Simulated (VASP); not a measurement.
Given:

```yaml
crystal:
  lattice:
    - [0.00000, 2.23318, 2.23318]
    - [2.23318, 0.00000, 2.23318]
    - [2.23318, 2.23318, 0.00000]
  atoms:
    - { symbol: Li, position: [0.25000, 0.25000, 0.25000] }
    - { symbol: Li, position: [0.75000, 0.75000, 0.75000] }
    - { symbol: O, position: [0.00000, 0.00000, 0.00000] }
```

The numbers are results of PBE GGA, VASP's PBE PAW potentials (set 64) (plane waves; VASP 6.6.1), not measurements. Run with 620 eV cut-off, 9×9×9 Γ-centred mesh, Gaussian smearing of 0.050 eV, potentials Li_sv O.

Task: Estimate the energy per atom (σ→0), pressure.

Result: 
```yaml
energy per atom (σ→0): -4.757 eV/atom
pressure: 10.03 GPa
```

The absolute energy has meaning only against runs of the same code, potentials and settings.

The compound is Li2O in the antifluorite structure. It was relaxed first under an external pressure of 10 GPa.
